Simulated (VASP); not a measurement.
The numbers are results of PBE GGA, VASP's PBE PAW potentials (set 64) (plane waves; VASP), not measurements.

The input files of a VASP run:

**INCAR**
```
! general
SYSTEM =Ga4P3Sb
PREC   =Accurate
ENCUT  =400   ! plane-wave cut-off (eV)
LREAL  =.False.
LASPH  =.True.   ! aspherical one-centre terms

! electronic loop
EDIFF  =1E-6   ! SCF stop (eV)
NELM   =100   ! most electronic steps
ALGO   =Normal
LMAXMIX=4   ! l cut-off of mixed one-centre charges

! smearing
ISMEAR =0
SIGMA  =0.05   ! width (eV)

! functional
GGA    =PE   ! PBE

! ions
IBRION =2   ! conjugate gradients
NSW    =60
ISIF   =3
EDIFFG =-0.02

! output
LWAVE  =.False.
LCHARG =.False.
```

POSCAR:
```
Ga4P3Sb
1.0
  5.6729269533   0.0000000000   0.0000000000
  0.0000000000   5.6729269533   0.0000000000
  0.0000000000   0.0000000000   5.6729269533
Ga Sb P
4 1 3
Cartesian
  5.6018937746   5.6018937746   5.6018937746
  2.9074966554   2.9074966554   5.6018937746
  2.9074966554   5.6018937746   2.9074966554
  5.6018937746   2.9074966554   2.9074966554
  1.4182317383   1.4182317383   1.4182317383
  4.2546952150   4.2546952150   1.4182317383
  4.2546952150   1.4182317383   4.2546952150
  1.4182317383   4.2546952150   4.2546952150
```

**KPOINTS**
```
Automatic mesh
0
Gamma
4 4 4
0 0 0
```

POTCAR, in this order: Ga_d Sb P (PBE.64 set). Program: vasp_std.

Unless said otherwise, spin-orbit coupling is left out, though it shifts the bands of the heavy elements here.

Predict the energy per atom (σ→0), volume per atom, band gap (on the k-mesh).

The energy per atom (σ→0) is -412.9 kJ/mol-atom, the band gap (on the k-mesh) is 0.34 eV and the volume per atom is 22.93 Å^3/atom.

OSZICAR:
```
...
DAV:   2    -0.342364541373E+02    0.92268E-02   -0.27135E-02  1030   0.205E+00    0.305E-01
DAV:   3    -0.342339326492E+02    0.25215E-02   -0.47375E-03  1168   0.723E-01    0.605E-02
DAV:   4    -0.342337473962E+02    0.18525E-03   -0.97098E-04   980   0.278E-01    0.423E-02
DAV:   5    -0.342337321983E+02    0.15198E-04   -0.74387E-05  1389   0.567E-02    0.441E-02
DAV:   6    -0.342337268718E+02    0.53265E-05   -0.20395E-05  1081   0.525E-02    0.181E-02
DAV:   7    -0.342337167658E+02    0.10106E-04   -0.76004E-06   946   0.343E-02    0.148E-02
DAV:   8    -0.342337167616E+02    0.42073E-08   -0.12972E-06   598   0.672E-03
   2 F= -.34233717E+02 E0= -.34233717E+02  d E =-.508445E-03
```

The structure was generated: Ga4P3Sb was put into an ordered model structure (P-43m), which need not be its known phase. This run relaxes it. Symmetry was kept, so distortions that lower it aren't found. The start is the result of an earlier pass.
